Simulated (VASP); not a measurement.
An input for Ansatz (written as the equivalent of a VASP run, and not itself run):

Ansatz 0.2 input:
```yaml
crystal:
  lattice:
    - [0.0000000, 2.5245000, 2.5245000]
    - [2.5245000, 0.0000000, 2.5245000]
    - [2.5245000, 2.5245000, 0.0000000]
  atoms:
    - { symbol: Pb, position: [0.0000000, 0.0000000, 0.0000000] }
kpoints:
  mp_grid: { grid: [11, 11, 11] }
hamiltonian:
  xc: pbe
  pseudopotentials: { kind: paw }
scf:
  occupations: { method: methfessel_paxton, width: 0.1 }
  max_iter: 100
output: { forces: true, stress: true, eigenvalues: true }
```

Task: Translate this input to VASP (INCAR, KPOINTS, POSCAR, choice of POTCAR).

Result: This is not unique; one that fits is 
### INCAR
```
# general
SYSTEM =Pb
PREC   =Accurate
ENCUT  =400   # plane-wave cut-off (eV)
LREAL  =.FALSE.   # projection in real space or not
LASPH  =.TRUE.

# electronic loop
EDIFF  =1E-6
NELM   =100
ALGO   =Normal
LMAXMIX=4   # l cut-off of mixed one-centre charges

# smearing
ISMEAR =1   # Methfessel-Paxton
SIGMA  =0.1   # width (eV)

# functional
GGA    =PE   # PBE

# ions
ISIF   =2   # forces and stress, cell fixed

# output
LWAVE  =.FALSE.
LCHARG =.FALSE.
```

### KPOINTS
```
Automatic mesh
0
Gamma
11 11 11
0 0 0
```

File POSCAR:
```
Pb
1
    0.0000000000     2.5245000000     2.5245000000
    2.5245000000     0.0000000000     2.5245000000
    2.5245000000     2.5245000000     0.0000000000
Pb
1
Direct
  0.0000000000   0.0000000000   0.0000000000
```

POTCAR, in this order: Pb_d (PBE.64 set). Program: vasp_std.

The two are equivalent in intent, not identical: each code has its own PAW files, so the cut-off isn't converted (ENCUT is set for VASP's; basis.ecutwfc is left out, and Ansatz then takes the one that its files recommend); Ansatz stops its SCF on the density residual and VASP on the energy change (EDIFF).

The compound is Pb in the fcc structure. The cell was not relaxed at this level.
